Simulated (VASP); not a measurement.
An input for Ansatz (written as the equivalent of a VASP run, and not itself run):

Ansatz 0.2 input:
```yaml
crystal:
  lattice:
    - [2.8900000, 0.0000000, 0.0000000]
    - [0.0000000, 2.8900000, 0.0000000]
    - [0.0000000, 0.0000000, 2.8900000]
  atoms:
    - { symbol: Al, position: [0.5000000, 0.5000000, 0.5000000] }
    - { symbol: Ni, position: [0.0000000, 0.0000000, 0.0000000] }
kpoints:
  mp_grid: { grid: [11, 11, 11] }
hamiltonian:
  xc: rpbe
  pseudopotentials: { kind: paw }
scf:
  occupations: { method: methfessel_paxton, width: 0.1 }
  max_iter: 100
relax:
  max_steps: 60
  f_tol: 0.01
  cell: {}
output: { forces: true, stress: true, eigenvalues: true }
```

Problem. Write the VASP files for the same calculation (RPBE).

Solution. One answer among several that fit: 
KPOINTS:
```
Automatic mesh
0
Gamma
11 11 11
0 0 0
```

**INCAR**
```
# general
SYSTEM  = NiAl
PREC    = Accurate
ENCUT   = 520
LREAL   = F
LASPH   = T

# electronic loop
EDIFF   = 1E-6
NELM    = 100
ALGO    = Normal
LMAXMIX = 4

# smearing
ISMEAR  = 1
SIGMA   = 0.1

# functional
GGA     = RP

# ions
IBRION  = 2
NSW     = 60
ISIF    = 3
EDIFFG  = -0.01

# output
LWAVE   = F
LCHARG  = F
```

**POSCAR**
```
NiAl
1
    2.8900000000     0.0000000000     0.0000000000
    0.0000000000     2.8900000000     0.0000000000
    0.0000000000     0.0000000000     2.8900000000
Al Ni
1 1
Direct
  0.5000000000   0.5000000000   0.5000000000
  0.0000000000   0.0000000000   0.0000000000
```

POTCAR, in this order: Al Ni (PBE.64 set). Program: vasp_std.

The two are equivalent in intent, not identical: each code has its own PAW files, so the cut-off isn't converted (ENCUT is set for VASP's; basis.ecutwfc is left out, and Ansatz then takes the one that its files recommend); Ansatz stops its SCF on the density residual and VASP on the energy change (EDIFF).

The compound is NiAl in the CsCl type structure. This run relaxes it. Symmetry was kept, so distortions that lower it aren't found.
